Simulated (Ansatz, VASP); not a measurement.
**Cross-check of SnO2 (Cassiterite) between VASP and Ansatz**

Wanted: the spread between two codes on one cell, functional and k mesh. The cell is taken from a series of runs on this material, whose earlier steps may have relaxed, scaled, displaced or heated it; both programs get it as it stands.

Program: Ansatz 0.2.0. Level of theory: plane waves, with VASP 6.6.1 beside it; single point at HSE06, spin-orbit coupling. Results are calculated unless marked as measured.

## 1. Set-up

It takes space group P4_2/mnm (No. 136, tetragonal). The conventional cell has a = 4.738 Å, b = 4.738 Å, c = 3.187 Å, α = 90.00°, β = 90.00°, γ = 90.00°. Sn has 6 O at 2.05 to 2.06 Å nearest. Nearest to O lie 3 Sn at 2.05 to 2.06 Å. Farther neighbours and most contacts between anions are not listed.

## 2. Ansatz: single point, HSE06, spin-orbit coupling

Ansatz runs on its fully relativistic PAW (standard-fr) files.

With cell and atoms fixed, the geometry can't cause a difference; cores, projectors, grids and the points listed under the comparison can.

The input, input.yaml:

```yaml
crystal:
  lattice:
    - [4.738, 0.0, 0.0]
    - [0.0, 4.738, 0.0]
    - [0.0, 0.0, 3.1865]
  atoms:
    - { symbol: Sn, position: [0.0, 0.0, 0.0] }
    - { symbol: Sn, position: [0.5, 0.5, 0.5] }
    - { symbol: O, position: [0.3071, 0.3071, 0.0] }
    - { symbol: O, position: [0.1929, 0.8071, 0.5] }
    - { symbol: O, position: [0.6929, 0.6929, 0.0] }
    - { symbol: O, position: [0.8071, 0.1929, 0.5] }
kpoints:
  mp_grid: { grid: [4, 4, 4] }
  band_path:
    path:
      - [0.0, 0.0, 0.0]
      - [0.0, 0.5, 0.0]
      - [0.5, 0.5, 0.0]
      - [0.0, 0.0, 0.5]
      - [0.0, 0.5, 0.5]
      - [0.5, 0.5, 0.5]
    npoints: 1
hamiltonian:
  xc: hse06
scf:
  occupations: { method: fixed }
  n_extra_bands: 12
magnetization:
  noncollinear: true
  spin_orbit: true
output:
  eigenvalues: true
  write_density: true
  write_potential: true
  elf: true
  volumetric_format: npy
```

Command:

```
$ ansatz run input.yaml --threads 3 --pin off --max-ram 64512MiB --backend cuda --devices 1 --max-vram 24GiB --events-out ev --progress --plain --runs-dir out
```

Numbers of over 12 decimals in the logs are rounded to 6 here.

Output:

```text
scf.n_extra_bands = 12 over 52 filled bands (N_el = 52.0): the run solves 64 bands
GPUs: using 1 of 1 available (devices: 1).
Engine: ansatz 0.2.0, x86_64-unknown-linux-gnu
Pseudopotentials: kind: paw_fr
Pseudopotential: Sn, paw_fr, valence charge 14, recommended cutoff 420 eV (normal), Sn.paw.azcp#standard-fr
Pseudopotential: O, paw_fr, valence charge 6, recommended cutoff 420 eV (normal), O.paw.azcp#standard-fr
Functional definition: HSE06
  parameter a = 0.25
  parameter omega = 0.11/bohr
  exchange = pbe_x - a*pbe_x_sr(omega) + a*exact_x_sr(omega)
  correlation = pbe_c
davidson cushion auto → on  (no smearing: the cushion is to keep the highest requested band from converging to the state above it; pin scf.eigensolver.cushion to override)
non-collinear run that drives no moment, with spin-orbit: no starting moment large enough to seed its density (crystal.atoms[].spin), no starting occupations that ask for one, no magnetisation constraint and no magnetic field, so the semilocal B_xc is pinned to zero
device memory: the entry about to start is reckoned to put 2.8 GiB on a device that reports 54.6 GiB free (of which the cap on the GPU budget leaves the run 24.0 GiB)
GPU FFT provider: cuFFT
GPU libraries: cuBLAS 13.8.2, cuFFT 12.4.0, cuSOLVER 12.3.4
Crystal: 6 atoms, lattice volume = 71.533 Å³
Basis set: ecut = 420 eV, 1411 PW (Γ)
Bands: 64, of which v1, the nominal top of the filled ones, is band 52 counted from 1 (51 counted from 0)
Symmetry: 16 space group operations + 16 with time reversal
Magnetic group: BNS 136.496 (UNI 1156), of the structure as read, at distance tolerance 4.2e-5 Å
k-points: 18 of 64
Projection manifold: j_resolved (fully-relativistic pseudo-atomic orbitals)
Non-local potential: Sn, projectors of the file, l = 0: 2, l = 1: 4, l = 2: 4, l = 3: 4
Non-local potential: O, projectors of the file, l = 0: 2, l = 1: 4, l = 2: 2
PAW form: soft (Blöchl's): semilocal exchange-correlation on the pseudo side does not see the compensation charge
PAW frozen core: Sn, regenerated for the run's functional, and the local potential with it (the file was generated under x = pbe(κ = 0.804, μ = 0.219515), c = pbe(β = 0.066725))
PAW frozen core: O, regenerated for the run's functional, and the local potential with it (the file was generated under x = pbe(κ = 0.804, μ = 0.219515), c = pbe(β = 0.066725))
PAW one-centre angular grid: Sn, 590 points (default); XC on 96 Gauss nodes
PAW one-centre angular grid: O, 110 points (default); XC on 64 Gauss nodes
Initial density: superposition of atomic densities (chi_scale 0.1, normalization cell, long waves kept (reshape's long-wave potential 0.00 eV rms))
Initial wavefunctions: pseudopotential atomic-orbital guess
GPU buffer pool allocated for 24576 grid points (all kernels)
GPU transforms: local potential and band sums: pruned to the plane-wave sphere, on 32×32×24
Functional: x = pbe(κ = 0.804, μ = 0.219515), c = pbe(β = 0.066725), warm-up for x = pbe(κ = 0.804, μ = 0.219515) + 0.25 (exact − pbe) at short range (hse, ω = 0.207870 Å⁻¹), c = pbe(β = 0.066725); HSE06 as pw.x's `hse` composes it (authors' and Libxc's form: `xc: wpbeh`)
SCF iter   1: F=—  HF=-14323.147373 eV  |F-HF|=—  |Δ(HF+E_count)|=         —  Δρ=9.12e-2  dr2=4.33e0  dr2_m=0.00e0 (ungated)  ethr=1.00e-1  |M|=0.00e0 ∫|m|=0.00e0 μB  |m|>n=0.0e0 m-floor=0.0e0 τ_xc=0.0e0  β_m=0.30  ⟨swp⟩=3.4  Hψ=4387  notcnv=0
preconditioner: auto → none  [insulator: Δε(μ)=1.858 eV  Ē_g=20.198 eV  n_scr=18 (ndim 8)  ℏωp=31.7 eV  f_vac=0.000]
SCF iter   2: F=—  HF=-14322.217165 eV  |F-HF|=—  |Δ(HF+E_count)|=   9.30e-1  Δρ=4.90e-2  dr2=8.79e-1  dr2_m=0.00e0 (ungated)  ethr=8.32e-3  |M|=0.00e0 ∫|m|=0.00e0 μB  |m|>n=0.0e0 m-floor=0.0e0 τ_xc=0.0e0  β_m=0.40  ⟨swp⟩=3.2  Hψ=2699  notcnv=0  defer=2
SCF iter   3: F=—  HF=-14322.093799 eV  |F-HF|=—  |Δ(HF+E_count)|=   1.23e-1  Δρ=1.82e-2  dr2=1.18e-1  dr2_m=0.00e0 (ungated)  ethr=1.69e-3  |M|=0.00e0 ∫|m|=0.00e0 μB  |m|>n=0.0e0 m-floor=0.0e0 τ_xc=0.0e0  β_m=0.50  ⟨swp⟩=3.2  Hψ=2595  notcnv=0
iter 4 solved again at ethr=7.18e-6 eV; its pass at ethr=2.27e-4 eV (dr2=3.73e-3 eV) is discarded
SCF iter   4: F=—  HF=-14322.102330 eV  |F-HF|=—  |Δ(HF+E_count)|=   8.53e-3  Δρ=3.52e-3  dr2=3.56e-3  dr2_m=0.00e0 (ungated)  ethr=7.18e-6  |M|=0.00e0 ∫|m|=0.00e0 μB  |m|>n=0.0e0 m-floor=0.0e0 τ_xc=0.0e0  β_m=0.58  ⟨swp⟩=4.3  Hψ=6729  notcnv=0
SCF iter   5: F=-14322.102214 eV  HF=-14322.102198 eV  |F-HF|=1.62e-5  |Δ(HF+E_count)|=   1.32e-4  Δρ=3.50e-4  dr2=4.42e-5  dr2_m=0.00e0 (ungated)  ethr=6.85e-6  |M|=0.00e0 ∫|m|=0.00e0 μB  |m|>n=0.0e0 m-floor=0.0e0 τ_xc=0.0e0  ⟨swp⟩=4.0  Hψ=3227  notcnv=0
SCF 1 stopped early in 5 iterations: F = -14322.102214 eV  dr2 = 4.42e-5
  greatest PAW one-centre occupation: 0.996 electrons in one spin orbital (limit 2), on the Sn atom at site 1 (counted from 0), in its partial waves of l = 2
device memory: the entry about to start is reckoned to put 3.5 GiB (of the 3.6 GiB reckoned in all, the device holds 0.1 GiB already) on a device that reports 54.5 GiB free (of which the cap on the GPU budget leaves the run 23.9 GiB)
GPU FFT provider: cuFFT
GPU libraries: cuBLAS 13.8.2, cuFFT 12.4.0, cuSOLVER 12.3.4
Projection manifold: j_resolved (fully-relativistic pseudo-atomic orbitals)
Initial density: handed on by an earlier stage of this run
[...]
Frozen-core exchange: fock
SCF iter   1: F=—  HF=-14321.456034 eV  |F-HF|=—  |Δ(HF+E_count)|=         —  Δρ=1.03e-2  dr2=4.99e-2  dr2_m=0.00e0 (ungated)  ethr=8.49e-7  |M|=0.00e0 ∫|m|=0.00e0 μB  |m|>n=0.0e0 m-floor=0.0e0 τ_xc=0.0e0  β_m=0.30  ⟨swp⟩=8.7  Hψ=6745  notcnv=0
preconditioner: auto → none  [insulator: Δε(μ)=3.037 eV  Ē_g=22.442 eV  n_scr=18 (ndim 8)  ℏωp=31.7 eV  f_vac=0.026]
SCF iter   2: F=—  HF=-14321.443629 eV  |F-HF|=—  |Δ(HF+E_count)|=   1.24e-2  Δρ=3.84e-3  dr2=8.63e-3  dr2_m=0.00e0 (ungated)  ethr=8.49e-7  |M|=0.00e0 ∫|m|=0.00e0 μB  |m|>n=0.0e0 m-floor=0.0e0 τ_xc=0.0e0  β_m=0.54  ⟨swp⟩=4.6  Hψ=4390  notcnv=0
SCF iter   3: F=—  HF=-14321.464026 eV  |F-HF|=—  |Δ(HF+E_count)|=   2.04e-2  Δρ=1.79e-3  dr2=1.15e-3  dr2_m=0.00e0 (ungated)  ethr=8.49e-7  |M|=0.00e0 ∫|m|=0.00e0 μB  |m|>n=0.0e0 m-floor=0.0e0 τ_xc=0.0e0  β_m=0.54  ⟨swp⟩=5.3  Hψ=4914  notcnv=0  defer=8
SCF iter   4: F=—  HF=-14321.463683 eV  |F-HF|=—  |Δ(HF+E_count)|=   3.43e-4  Δρ=3.33e-4  dr2=5.53e-5  dr2_m=0.00e0 (ungated)  ethr=8.49e-7  |M|=0.00e0 ∫|m|=0.00e0 μB  |m|>n=0.0e0 m-floor=0.0e0 τ_xc=0.0e0  β_m=0.71  ⟨swp⟩=3.4  Hψ=2796  notcnv=0
SCF iter   5: F=-14321.463876 eV  HF=-14321.463878 eV  |F-HF|=2.32e-6  |Δ(HF+E_count)|=   1.96e-4  Δρ=1.30e-4  dr2=5.77e-6  dr2_m=0.00e0 (ungated)  ethr=7.03e-8  |M|=0.00e0 ∫|m|=0.00e0 μB  |m|>n=0.0e0 m-floor=0.0e0 τ_xc=0.0e0  ⟨swp⟩=4.9  Hψ=4086  notcnv=0  defer=4
SCF 2 stopped early in 5 iterations: F = -14321.463876 eV  dr2 = 5.77e-6
  greatest PAW one-centre occupation: 0.996 electrons in one spin orbital (limit 2), on the Sn atom at site 0 (counted from 0), in its partial waves of l = 2
hybrid outer 1: dexx = +2.489e-2 eV, tail = 1.35e-4 eV
GPU FFT provider: cuFFT
GPU libraries: cuBLAS 13.8.2, cuFFT 12.4.0, cuSOLVER 12.3.4
Projection manifold: j_resolved (fully-relativistic pseudo-atomic orbitals)
GPU buffer pool allocated for 24576 grid points (all kernels)
GPU transforms: local potential and band sums: pruned to the plane-wave sphere, on 32×32×24
Exchange kernel: α = 0.2500, screened, ω = 0.2079 Å⁻¹, Wigner–Seitz truncation, v(0) = 1027.7282 eV·Å³, q-mesh 4×4×4, nearest image of the exchange supercell L = 12.75 Å, pair-density grid 30×30×20, without the augmentation charges, whose exchange is taken in its separable form by FFT convolution over the k-point mesh (sized by the pseudopotential files, 32×32×24 at the most), smooth part of the exact exchange by density-matrix convolution in up to 3.96 GiB of GPU memory as planned if the GPU has room (build and FFT work areas not counted)
Frozen-core exchange: fock
SCF iter   1: F=—  HF=-14321.463191 eV  |F-HF|=—  |Δ(HF+E_count)|=         —  Δρ=3.47e-5  dr2=5.59e-7  dr2_m=0.00e0 (ungated)  ethr=1.30e-6  |M|=0.00e0 ∫|m|=0.00e0 μB  |m|>n=0.0e0 m-floor=0.0e0 τ_xc=0.0e0  β_m=0.30  ⟨swp⟩=3.9  Hψ=2777  notcnv=0
preconditioner: auto → none  [insulator: Δε(μ)=3.046 eV  Ē_g=22.478 eV  n_scr=18 (ndim 8)  ℏωp=31.7 eV  f_vac=0.035]
SCF iter   2: F=—  HF=-14321.463195 eV  |F-HF|=—  |Δ(HF+E_count)|=   3.54e-6  Δρ=3.16e-5  dr2=2.36e-7  dr2_m=0.00e0 (ungated)  ethr=7.03e-10  |M|=0.00e0 ∫|m|=0.00e0 μB  |m|>n=0.0e0 m-floor=0.0e0 τ_xc=0.0e0  β_m=0.30  ⟨swp⟩=6.7  Hψ=5218  notcnv=0  defer=21
SCF iter   3: F=-14321.463195 eV  HF=-14321.463195 eV  |F-HF|=5.66e-9  |Δ(HF+E_count)|=   4.05e-9  Δρ=2.05e-5  dr2=8.93e-8  dr2_m=0.00e0 (ungated)  ethr=4.27e-10  |M|=0.00e0 ∫|m|=0.00e0 μB  |m|>n=0.0e0 m-floor=0.0e0 τ_xc=0.0e0  ⟨swp⟩=2.5  Hψ=2558  notcnv=0  defer=8
SCF 3 converged in 3 iterations: F = -14321.463195 eV  dr2 = 8.93e-8
hybrid outer 2: dexx = +1.434e-6 eV, tail = 2.69e-7 eV, Δε = 2.88e-3 eV (about 2.08e-4 eV left of the loop's levels)
device memory: the entry about to start is reckoned to put 1.0 GiB on a device that reports 54.4 GiB free (of which the cap on the GPU budget leaves the run 24.0 GiB)
NSCF: frozen V_eff on 6 k-points
hybrid SCF converged: 2 outer / 8 inner (+5 warm-up), last move |dexx| = 1.43e-6 eV, tail = 2.69e-7 eV
Magnetization: |M| = 0.0000 μB,  M = (+0.0000, +0.0000, +0.0000) μB
Absolute magnetization: 0.0000 μB (∫|m|)
  site 0: m = (+0.0000, +0.0000, +0.0000) μB, |m| = 0.0000 μB  (R = 0.85 Å)
  site 1: m = (+0.0000, +0.0000, +0.0000) μB, |m| = 0.0000 μB  (R = 0.85 Å)
  site 2: m = (+0.0000, +0.0000, +0.0000) μB, |m| = 0.0000 μB  (R = 0.85 Å)
  site 3: m = (+0.0000, +0.0000, +0.0000) μB, |m| = 0.0000 μB  (R = 0.85 Å)
  site 4: m = (+0.0000, +0.0000, +0.0000) μB, |m| = 0.0000 μB  (R = 0.85 Å)
  site 5: m = (+0.0000, +0.0000, +0.0000) μB, |m| = 0.0000 μB  (R = 0.85 Å)
Free energy (F): -14321.463194 eV
Frozen-core exchange: fock
Harris-Foulkes:  -14321.463194 eV  (|F-HF|=5.66e-9)
Internal energy: -14321.463194 eV  (E = F + TS)
E sigma→0 (E₀):  -14321.463194 eV
Fermi energy:    8.182673 eV
--- Per-component energies (eV) ---
  E_band       = -219.366785
  E_kinetic    = 1087.668140
  E_local      = -2857.575106  (includes V_loc(G=0)·N_el)
  E_nonlocal   = 129.123228
  E_hartree    = 1494.405348
  E_xc         = -832.904473
  E_vxc        = -448.448142  (∫ρ·V_xc dr)
  E_exx        = -152.372954  (= α·E_x^exact, valence–valence)
  E_paw        = -9007.385453  (= ΣΔE_a)
  E_vpaw       = -814.209680  (= ΣTr[D̂ρ^β])
  E_aug_tail   = 0.009932  (compensation charges beyond the density's cutoff)
  E_ewald      = -4182.851779
  E_core_change = 0.419922  (= ΣΔE_core)
  E_smearing   = -0.000000  (= −TS)
  E_closure    = -0.000000  (closes the sum)
  Σ components = -14321.463194   (vs F -14321.463194, Δ=0.00e0)
--- Band table (eV; the first three rows and the last of 18) ---
  k-point 0: bands = [... 48 lower, 7.4891, 7.4891, 8.1827, 8.1827, 11.2280, 11.2280, 16.3060, 16.3060, ... 8 higher]
  k-point 1: bands = [... 48 lower, 7.3922, 7.3922, 7.6472, 7.6472, 13.9079, 13.9079, 17.3469, 17.3469, ... 8 higher]
  k-point 2: bands = [... 48 lower, 6.8313, 6.8313, 6.8313, 6.8313, 16.5803, 16.5803, 16.5803, 16.5803, ... 8 higher]
  k-point 17: bands = [... 48 lower, 7.2760, 7.2760, 7.2760, 7.2760, 15.0938, 15.0938, 15.0938, 15.0938, ... 8 higher]
```

[end of part 1 of 2]

[Lines on the potential files, build, host, timing and source positions are cut from VASP's logs without a mark.]

[Logs are printed without paths, hosts, clocks, repeated set-up lines and the standing remarks that a program may print on its own settings, such as how far it seeks lower states.]

[Hosts, paths, dates, database ids (printed as entryN), source tags and the programs' standing remarks are cut or masked in the printed files.]
